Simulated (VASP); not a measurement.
Level of theory: PBE GGA, VASP's PBE PAW potentials (set 64) (plane waves; VASP).

VASP input:

**KPOINTS**
```
kpoints
0
G
7 7 4
0 0 0
```

File POSCAR:
```
PtS2
1
    1.7866998760    -3.0946550357     0.0000000000
    1.7866998760     3.0946550357     0.0000000000
    0.0000000000     0.0000000000     6.1396524263
Pt S
1 2
Direct
  0.0000000000   0.0000000000   0.0000000000
  0.3333330000   0.6666670000   0.1995896725
  0.6666670000   0.3333330000   0.8004103275
```

INCAR:
```
ALGO = Normal
EDIFF = 1E-6
EDIFFG = -0.02
ENCUT = 500
GGA = PE
IBRION = 2
ISIF = 3
ISMEAR = 0
LASPH = .True.
LCHARG = .False.
LMAXMIX = 6
LREAL = .False.
LWAVE = .False.
NELM = 100
NSW = 40
PREC = Accurate
SIGMA = 0.05
SYSTEM = PtS2
```

POTCAR, in this order: Pt S (PBE.64 set). Program: vasp_std.

Q: What will the output report for the number of irreducible k-points (NKPTS), largest plane-wave count, number of space-group operations, FFT grid (NGX, NGY, NGZ)?

A: 
```json
{
 "number of irreducible k-points (NKPTS)": "28",
 "largest_plane_wave_count": "1762",
 "number_of_space_group_operations": "12",
 "FFT grid (NGX, NGY, NGZ)": "28 × 28 × 48"
}
```

The compound is PtS2 in the 1T layered structure. It was relaxed first, which changed the volume by +24 %.
